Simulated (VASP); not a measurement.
Write the native input for VASP 6.6.1 that does the following.

```
Task                   : relaxation of cell and atoms
Functional             : r2SCAN
Potentials or basis    : VASP PAW PBE potentials, release 64 (Ti_sv, Te)
Cutoff                 : 600 eV
k mesh                 : 9 × 9 × 4
Occupations            : gaussian, width 0.02 eV
Spin                   : no spin polarisation
Further INCAR settings : ALGO = Normal; EDIFF = 1e-07; IBRION = 2; EDIFFG = -0.004; NSW = 80; ISIF = 3
```

The structure of TiTe2 lies in POSCAR:

```
TiTe2
1.0
    3.7770000000      0.0000000000      0.0000000000
   -1.8885000000      3.2709779500      0.0000000000
    0.0000000000      0.0000000000      6.4980000000
Ti Te
1 2
Direct
    0.0000000000      0.0000000000      0.0000000000
    0.6666666700      0.3333333300      0.2628000000
    0.3333333300      0.6666666700      0.7372000000
```

The input as run:

INCAR

```
SYSTEM = TiTe2
ALGO = Normal ; EDIFF = 1E-7
EDIFFG = -0.004 ; ENCUT = 600
IBRION = 2 ; ISIF = 3
ISMEAR = 0 ; LASPH = .TRUE.
LCHARG = .FALSE. ; LMIXTAU = .TRUE.
LREAL = .FALSE. ; LWAVE = .FALSE.
METAGGA = R2SCAN ; NELM = 60
NSW = 80 ; PREC = Accurate
SIGMA = 0.02
```

KPOINTS

```
k-points
0
G
  9 9 4
  0 0 0
```

Potentials or basis: VASP PAW PBE potentials, release 64 (Ti_sv, Te).

Launch:

```console
$ cat potpaw_PBE.64/Ti_sv/POTCAR potpaw_PBE.64/Te/POTCAR > POTCAR
$ mpirun -np 1 vasp_std > vasp.out
```

It gave:

```yaml
Relaxed_volume: 28.34 Å³/atom
Relaxed_cell: a = 3.823 Å, b = 3.823 Å, c = 6.718 Å, α = 90.00°, β = 90.00°, γ = 120.00°
Space_group_after_relaxing_to_0.05_Å: P-3m1 (No. 164)
Energy_gained_by_relaxing: 9.1 meV/atom
Ionic_steps: 17
Pressure_after_relaxing: 0.0 GPa
Largest_force_after_relaxing: 0.004 eV/Å
Band_gap_on_the_k_mesh: none (metal or under the smearing width)
```

Caveat: the PAW data sets were made with another functional, which shifts forces and pressure a little.

Wall time 30 min on 1 thread of Intel(R) Xeon(R) 6975P-C (Granite Rapids) (shared host), peak memory 0.29 GiB.
